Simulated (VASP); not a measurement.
All values below come from PBE GGA with D3 dispersion (zero damping), VASP's PBE PAW potentials (set 64) (plane waves; VASP 6.6.1).

VASP ran on this input.

**KPOINTS**
```
Automatic mesh
0
Gamma
7 7 5
0 0 0
```

### POSCAR
```
P
1
    1.6764851602    -5.3600833236     0.0000000000
    1.6764851602     5.3600833236     0.0000000000
    0.0000000000     0.0000000000     4.4249731664
P
4
Direct
  0.1007901991   0.8992098009   0.9191745185
  0.3992098009   0.6007901991   0.4191745185
  0.6007901991   0.3992098009   0.5808254815
  0.8992098009   0.1007901991   0.0808254815
```

**INCAR**
```
ALGO=Normal
EDIFF=1E-7
EDIFFG=-0.01
ENCUT=520
GGA=PE
IBRION=2
ISIF=4
ISMEAR=0
IVDW=11
LASPH=.True.
LCHARG=.False.
LREAL=.False.
LWAVE=.False.
NELM=100
NSW=30
PREC=Accurate
SIGMA=0.05
SYSTEM=P
```

POTCAR, in this order: P (PBE.64 set). Program: vasp_std.

The run wrote:

OUTCAR:
```
 ion  position               nearest neighbor table
   1  0.101  0.899  0.919-   3 2.25   3 2.25   4 2.28
   2  0.399  0.601  0.419-   4 2.25   4 2.25   3 2.28
   3  0.601  0.399  0.581-   1 2.25   1 2.25   2 2.28
   4  0.899  0.101  0.081-   2 2.25   2 2.25   1 2.28
  LATTYP: Found a base centered orthorhombic cell.
 ALAT       =     3.3529703204
 B/A-ratio  =     3.1972148939
 C/A-ratio  =     1.3197173681
 Subroutine PRICEL returns:
 Original cell was already a primitive cell.
 Subroutine GETGRP returns: Found  8 space group operations
The static configuration has the point symmetry C_2h.
 The point group associated with its full space group is D_2h.
The dynamic configuration has the point symmetry C_2h.
 Subroutine INISYM returns: Found  8 space group operations
 Subroutine IBZKPT returns following result:
 Found     48 irreducible k-points:

 Following reciprocal coordinates:
            Coordinates               Weight
  0.000000  0.000000  0.000000      1.000000
  0.142857  0.000000  0.000000      4.000000
  0.285714  0.000000  0.000000      4.000000
  0.428571  0.000000  0.000000      4.000000
  0.142857  0.142857  0.000000      2.000000
  0.285714  0.142857  0.000000      4.000000
  0.428571  0.142857  0.000000      4.000000
 -0.428571  0.142857  0.000000      4.000000
 -0.285714  0.142857  0.000000      4.000000
 -0.142857  0.142857  0.000000      2.000000
  0.285714  0.285714  0.000000      2.000000
  0.428571  0.285714  0.000000      4.000000
 -0.428571  0.285714  0.000000      4.000000
 -0.285714  0.285714  0.000000      2.000000
  0.428571  0.428571  0.000000      2.000000
 -0.428571  0.428571  0.000000      2.000000
  0.000000  0.000000  0.200000      2.000000
  0.142857  0.000000  0.200000      8.000000
  0.285714  0.000000  0.200000      8.000000
  0.428571  0.000000  0.200000      8.000000
  0.142857  0.142857  0.200000      4.000000
  0.285714  0.142857  0.200000      8.000000
  0.428571  0.142857  0.200000      8.000000
 -0.428571  0.142857  0.200000      8.000000
 -0.285714  0.142857  0.200000      8.000000
 -0.142857  0.142857  0.200000      4.000000
  0.285714  0.285714  0.200000      4.000000
  0.428571  0.285714  0.200000      8.000000
 -0.428571  0.285714  0.200000      8.000000
 -0.285714  0.285714  0.200000      4.000000
  0.428571  0.428571  0.200000      4.000000
 -0.428571  0.428571  0.200000      4.000000
  0.000000  0.000000  0.400000      2.000000
  0.142857  0.000000  0.400000      8.000000
  0.285714  0.000000  0.400000      8.000000
  0.428571  0.000000  0.400000      8.000000
  0.142857  0.142857  0.400000      4.000000
  0.285714  0.142857  0.400000      8.000000
  0.428571  0.142857  0.400000      8.000000
 -0.428571  0.142857  0.400000      8.000000
   k-points           NKPTS =     48   k-points in BZ     NKDIM =     48   number of bands    NBANDS=     14
   number of dos      NEDOS =    301   number of ions     NIONS =      4
   total plane-waves  NPLWV =  63504
   dimension x,y,z NGX =    42 NGY =   42 NGZ =   36
   dimension x,y,z NGXF=    84 NGYF=   84 NGZF=   72
   ions per type =               4
   PREC   = accura    normal or accurate (medium, high low for compatibility)
   ISTART =      0    job   : 0-new  1-cont  2-samecut
   ICHARG =      2    charge: 1-file 2-atom 10-const
   ISPIN  =      1    spin polarized calculation?
   LNONCOLLINEAR =      F non collinear calculations
   LSORBIT =      F    spin-orbit coupling
   INIWAV =      1    electr: 0-lowe 1-rand  2-diag
   ENCUT  =  520.0 eV  38.22 Ry    6.18 a.u.  10.44 10.44  8.23*2*pi/ulx,y,z
...
```

File OSZICAR:
```
       N       E                     dE             d eps       ncg     rms          rms(c)
DAV:   1     0.626536530466E+02    0.62654E+02   -0.83632E+03  1344   0.121E+03
DAV:   2    -0.175554320436E+02   -0.80209E+02   -0.77905E+02  1736   0.173E+02
DAV:   3    -0.215478951421E+02   -0.39925E+01   -0.39691E+01  1812   0.422E+01
DAV:   4    -0.216044715465E+02   -0.56576E-01   -0.56473E-01  1724   0.583E+00
DAV:   5    -0.216057259580E+02   -0.12544E-02   -0.12540E-02  1884   0.764E-01    0.972E+00
DAV:   6    -0.215136933172E+02    0.92033E-01   -0.52977E-02  1638   0.141E+00    0.577E+00
DAV:   7    -0.214733922337E+02    0.40301E-01   -0.94464E-02  1698   0.196E+00    0.224E-01
DAV:   8    -0.214735876421E+02   -0.19541E-03   -0.77989E-03  1662   0.612E-01    0.117E-01
DAV:   9    -0.214736674582E+02   -0.79816E-04   -0.30576E-04  1848   0.130E-01    0.687E-02
DAV:  10    -0.214736953637E+02   -0.27905E-04   -0.46006E-05  1644   0.440E-02    0.269E-02
DAV:  11    -0.214737042925E+02   -0.89288E-05   -0.11998E-05  1686   0.293E-02    0.847E-03
DAV:  12    -0.214737046718E+02   -0.37935E-06   -0.40912E-07  1822   0.450E-03    0.213E-03
DAV:  13    -0.214737046327E+02    0.39118E-07   -0.13965E-07  1170   0.276E-03
   1 F= -.22164120E+02 E0= -.22163900E+02  d E =-.221641E+02
       N       E                     dE             d eps       ncg     rms          rms(c)
DAV:   1    -0.214808502960E+02   -0.71456E-02   -0.42529E-01  1344   0.369E+00    0.372E-01
DAV:   2    -0.214831901095E+02   -0.23398E-02   -0.26693E-02  1800   0.111E+00    0.138E-01
DAV:   3    -0.214829848450E+02    0.20526E-03   -0.53386E-04  1676   0.175E-01    0.106E-01
DAV:   4    -0.214829238071E+02    0.61038E-04   -0.48280E-04  1644   0.131E-01    0.240E-02
DAV:   5    -0.214829261404E+02   -0.23333E-05   -0.78949E-05  1578   0.606E-02    0.228E-02
DAV:   6    -0.214829273513E+02   -0.12109E-05   -0.37133E-06  1838   0.131E-02    0.100E-02
DAV:   7    -0.214829270569E+02    0.29437E-06   -0.64157E-07  1632   0.526E-03    0.547E-03
DAV:   8    -0.214829270701E+02   -0.13229E-07   -0.74703E-08   912   0.197E-03
   2 F= -.22173669E+02 E0= -.22173541E+02  d E =-.954846E-02
       N       E                     dE             d eps       ncg     rms          rms(c)
DAV:   1    -0.214840057179E+02   -0.10787E-02   -0.30317E-01  1344   0.312E+00    0.314E-01
DAV:   2    -0.214856595152E+02   -0.16538E-02   -0.18899E-02  1800   0.939E-01    0.120E-01
DAV:   3    -0.214855094016E+02    0.15011E-03   -0.38675E-04  1676   0.149E-01    0.936E-02
DAV:   4    -0.214854642026E+02    0.45199E-04   -0.35578E-04  1638   0.112E-01    0.208E-02
DAV:   5    -0.214854660444E+02   -0.18418E-05   -0.57365E-05  1566   0.518E-02    0.197E-02
DAV:   6    -0.214854670120E+02   -0.96755E-06   -0.27218E-06  1832   0.112E-02    0.847E-03
DAV:   7    -0.214854667802E+02    0.23173E-06   -0.47918E-07  1548   0.457E-03    0.464E-03
DAV:   8    -0.214854667901E+02   -0.98262E-08   -0.54628E-08   852   0.170E-03
   3 F= -.22176419E+02 E0= -.22176355E+02  d E =-.122987E-01
       N       E                     dE             d eps       ncg     rms          rms(c)
DAV:   1    -0.214885123349E+02   -0.30456E-02   -0.10289E-01  1470   0.188E+00    0.205E-01
DAV:   2    -0.214880033374E+02    0.50900E-03   -0.59525E-03  1814   0.525E-01    0.949E-02
DAV:   3    -0.214877910831E+02    0.21225E-03   -0.76903E-04  1742   0.170E-01    0.422E-02
DAV:   4    -0.214877827228E+02    0.83604E-05   -0.10792E-04  1824   0.655E-02    0.169E-02
DAV:   5    -0.214877828640E+02   -0.14129E-06   -0.40704E-06  1624   0.145E-02    0.656E-03
DAV:   6    -0.214877830908E+02   -0.22672E-06   -0.74722E-07  1754   0.597E-03    0.160E-03
DAV:   7    -0.214877830669E+02    0.23903E-07   -0.75663E-08   894   0.206E-03
   4 F= -.22178002E+02 E0= -.22177975E+02  d E =-.158283E-02
       N       E                     dE             d eps       ncg     rms          rms(c)
DAV:   1    -0.214877496069E+02    0.33484E-04   -0.32531E-04  1470   0.106E-01    0.115E-02
DAV:   2    -0.214877479044E+02    0.17025E-05   -0.18729E-05  1796   0.295E-02    0.521E-03
DAV:   3    -0.214877471709E+02    0.73347E-06   -0.23982E-06  1730   0.949E-03    0.231E-03
DAV:   4    -0.214877471431E+02    0.27783E-07   -0.33072E-07  1436   0.367E-03
   5 F= -.22178007E+02 E0= -.22177979E+02  d E =-.158828E-02
       N       E                     dE             d eps       ncg     rms          rms(c)
DAV:   1    -0.214881513565E+02   -0.40419E-03   -0.34591E-02  1422   0.112E+00    0.179E-01
DAV:   2    -0.214879464961E+02    0.20486E-03   -0.22865E-03  1782   0.339E-01    0.602E-02
DAV:   3    -0.214877772657E+02    0.16923E-03   -0.26892E-04  1646   0.108E-01    0.292E-02
DAV:   4    -0.214877533710E+02    0.23895E-04   -0.11854E-04  1758   0.668E-02    0.662E-03
DAV:   5    -0.214877534802E+02   -0.10921E-06   -0.11208E-05  1670   0.236E-02    0.811E-03
DAV:   6    -0.214877535772E+02   -0.97044E-07   -0.81057E-07  1692   0.636E-03
   6 F= -.22178110E+02 E0= -.22178035E+02  d E =-.102630E-03
       N       E                     dE             d eps       ncg     rms          rms(c)
DAV:   1    -0.214879059242E+02   -0.15244E-03   -0.48368E-03  1404   0.420E-01    0.660E-02
DAV:   2    -0.214878759079E+02    0.30016E-04   -0.32159E-04  1794   0.127E-01    0.228E-02
DAV:   3    -0.214878518035E+02    0.24104E-04   -0.37823E-05  1640   0.407E-02    0.112E-02
DAV:   4    -0.214878483757E+02    0.34277E-05   -0.16770E-05  1752   0.251E-02    0.248E-03
DAV:   5    -0.214878484678E+02   -0.92041E-07   -0.15758E-06  1658   0.887E-03    0.304E-03
DAV:   6    -0.214878484802E+02   -0.12431E-07   -0.10244E-07   852   0.238E-03
   7 F= -.22178168E+02 E0= -.22178114E+02  d E =-.160772E-03
```

OUTCAR:
```
------------------------ aborting loop because EDIFF is reached ----------------------------------------
 Edisp (eV)   -0.69032
  FORCE on cell =-STRESS in cart. coord.  units (eV):
  Direction    XX          YY          ZZ          XY          YZ          ZX
  --------------------------------------------------------------------------------------
  Total      -0.17507    -0.18872    -0.16779     0.00000     0.00000     0.00000
  in kB      -3.52712    -3.80194    -3.38038     0.00000     0.00000     0.00000
  external pressure =       -3.57 kB  Pullay stress =        0.00 kB
  volume of cell :       79.53
      direct lattice vectors                 reciprocal lattice vectors
     1.657196432 -5.379971665 -0.000000000     0.301714384 -0.092937292 -0.000000000
     1.657196432  5.379971665  0.000000000     0.301714384  0.092937292  0.000000000
     0.000000000 -0.000000000  4.459928723     0.000000000 -0.000000000  0.224218830
 POSITION                                       TOTAL-FORCE (eV/Angst)
 -----------------------------------------------------------------------------------
      1.65720      4.31556      4.08747         0.000000      0.000102     -0.004948
      1.65720      1.06442      1.85751         0.000000     -0.000102     -0.004948
      1.65720     -1.06442      2.60242         0.000000      0.000102      0.004948
      1.65720     -4.31556      0.37246         0.000000     -0.000102      0.004948
 -----------------------------------------------------------------------------------
    total drift:                               -0.000000      0.000000     -0.000000
  FREE ENERGIE OF THE ION-ELECTRON SYSTEM (eV)
  ---------------------------------------------------
  free  energy   TOTEN  =       -22.1781681779 eV

  energy  without entropy=      -22.1780607541  energy(sigma->0) =      -22.17811447

 reached required accuracy - stopping structural energy minimisation
```
(Selected blocks of OUTCAR.)

File CONTCAR:
```
P
   1.00000000000000
     1.6571964317609336   -5.3799716650517695   -0.0000000000000000
     1.6571964317609336    5.3799716650517695    0.0000000000000000
     0.0000000000000000   -0.0000000000000000    4.4599287229563211
  P
     4
Direct
     0.0989239456656758    0.9010760543343243    0.9164883645917746
     0.4010760543343241    0.5989239456656757    0.4164883645917747
     0.5989239456656757    0.4010760543343241    0.5835116354082254
     0.9010760543343243    0.0989239456656758    0.0835116354082254
```

The compound is P in the black structure. This cell is one point of a volume scan, at 1.03 of the reference volume. Symmetry was kept, so distortions that lower it aren't found.
